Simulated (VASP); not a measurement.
Computed with PBEsol GGA, VASP's PBE PAW potentials (set 64) (plane waves; VASP).

The input files of a VASP run:

KPOINTS:
```
K-points
0
gamma
  10 10 10
0 0 0
```

INCAR:
```
# general
SYSTEM   =  CeO2
PREC     =  Accurate
ENCUT    =  280
LREAL    =  .False.
LASPH    =  .True.

# electronic loop
EDIFF    =  1E-6
NELM     =  100
ALGO     =  Normal
LMAXMIX  =  6

# smearing
ISMEAR   =  0
SIGMA    =  0.05

# functional
GGA      =  PS

# ions
ISIF     =  2

# output
LWAVE    =  .False.
LCHARG   =  .False.
```

POSCAR:
```
CeO2
1
    0.0000000000     2.7337250000     2.7337250000
    2.7337250000     0.0000000000     2.7337250000
    2.7337250000     2.7337250000     0.0000000000
Ce O
1 2
Direct
  0.0000000000   0.0000000000   0.0000000000
  0.2500000000   0.2500000000   0.2500000000
  0.7500000000   0.7500000000   0.7500000000
```

POTCAR, in this order: Ce O (PBE.64 set). Program: vasp_std.

The resulting files:

File OSZICAR:
```
       N       E                     dE             d eps       ncg     rms          rms(c)
DAV:   1     0.182274648916E+03    0.18227E+03   -0.78905E+03  1520   0.121E+03
DAV:   2    -0.110782723520E+02   -0.19335E+03   -0.18670E+03  2408   0.267E+02
DAV:   3    -0.310101828548E+02   -0.19932E+02   -0.18335E+02  1776   0.114E+02
DAV:   4    -0.319475598377E+02   -0.93738E+00   -0.93728E+00  2592   0.230E+01
DAV:   5    -0.319841796370E+02   -0.36620E-01   -0.36619E-01  2336   0.388E+00    0.296E+01
DAV:   6    -0.299038505559E+02    0.20803E+01   -0.61827E+01  2248   0.486E+01    0.188E+01
DAV:   7    -0.293270653143E+02    0.57679E+00   -0.11047E+02  2232   0.989E+01    0.191E+01
DAV:   8    -0.281179958680E+02    0.12091E+01   -0.32136E+00  2064   0.187E+01    0.704E+00
DAV:   9    -0.277556289114E+02    0.36237E+00   -0.28733E+00  2344   0.133E+01    0.919E-01
DAV:  10    -0.277597216161E+02   -0.40927E-02   -0.81639E-02  2296   0.212E+00    0.774E-01
DAV:  11    -0.277631489812E+02   -0.34274E-02   -0.14752E-02  2400   0.812E-01    0.120E+00
DAV:  12    -0.277740544721E+02   -0.10905E-01   -0.21304E-01  2184   0.334E+00    0.168E+00
DAV:  13    -0.277606192776E+02    0.13435E-01   -0.77879E-02  2264   0.242E+00    0.566E-01
DAV:  14    -0.277607493242E+02   -0.13005E-03   -0.11797E-03  2288   0.230E-01    0.539E-01
DAV:  15    -0.277606152218E+02    0.13410E-03   -0.16987E-04  2264   0.875E-02    0.493E-01
DAV:  16    -0.277600673536E+02    0.54787E-03   -0.19451E-03  2112   0.338E-01    0.156E-01
DAV:  17    -0.277600095375E+02    0.57816E-04   -0.25970E-04  2344   0.114E-01    0.107E-01
DAV:  18    -0.277600056050E+02    0.39325E-05   -0.34605E-05  2432   0.497E-02    0.861E-02
DAV:  19    -0.277599964493E+02    0.91557E-05   -0.16482E-05  1904   0.339E-02    0.528E-02
DAV:  20    -0.277599891332E+02    0.73161E-05   -0.19538E-05  2128   0.332E-02    0.242E-02
DAV:  21    -0.277599876512E+02    0.14820E-05   -0.32589E-05  2264   0.453E-02    0.175E-02
DAV:  22    -0.277599864850E+02    0.11662E-05   -0.19226E-06  1184   0.143E-02    0.165E-02
DAV:  23    -0.277599861598E+02    0.32524E-06   -0.86199E-07   904   0.802E-03
   1 F= -.27759986E+02 E0= -.27759986E+02  d E =-.171714E-15
```

**OUTCAR**
```
------------------------ aborting loop because EDIFF is reached ----------------------------------------
  FORCE on cell =-STRESS in cart. coord.  units (eV):
  Direction    XX          YY          ZZ          XY          YZ          ZX
  --------------------------------------------------------------------------------------
  Total      -14.8271444    -14.8271444    -14.8271444     -0.0000000      0.0000000     -0.0000000
  in kB     -581.3981297   -581.3981297   -581.3981297     -0.0000000      0.0000000     -0.0000000
  external PRESSURE =    -581.3981297 kB  Pullay stress =       0.0000000 kB
  volume of cell :       40.86
      direct lattice vectors                 reciprocal lattice vectors
     0.000000000  2.733725000  2.733725000    -0.182900621  0.182900621  0.182900621
     2.733725000  0.000000000  2.733725000     0.182900621 -0.182900621  0.182900621
     2.733725000  2.733725000  0.000000000     0.182900621  0.182900621 -0.182900621
 POSITION                                       TOTAL-FORCE (eV/Angst)
 -----------------------------------------------------------------------------------
      0.00000      0.00000      0.00000         0.000000     -0.000000      0.000000
      1.36686      1.36686      1.36686        -0.000000      0.000000      0.000000
      4.10059      4.10059      4.10059        -0.000000      0.000000     -0.000000
 -----------------------------------------------------------------------------------
    total drift:                               -0.000000      0.000000     -0.000000
  FREE ENERGIE OF THE ION-ELECTRON SYSTEM (eV)
  ---------------------------------------------------
  free  energy   TOTEN  =       -27.7599861598 eV

  energy  without entropy=      -27.7599861598  energy(sigma->0) =      -27.75998616
```
(Selected blocks of OUTCAR.)

At this cut-off the stress carries a Pulay error, which pulls relaxed volumes low.

The structure comes from a computed database's CeO2 entry; how it stands against other phases isn't given here. The cell was not relaxed at this level. The run is one of a series of settings (ENCUT = 280 against the base run), some of them coarse on purpose. The run is not spin-polarised, so no magnetic state was tried.
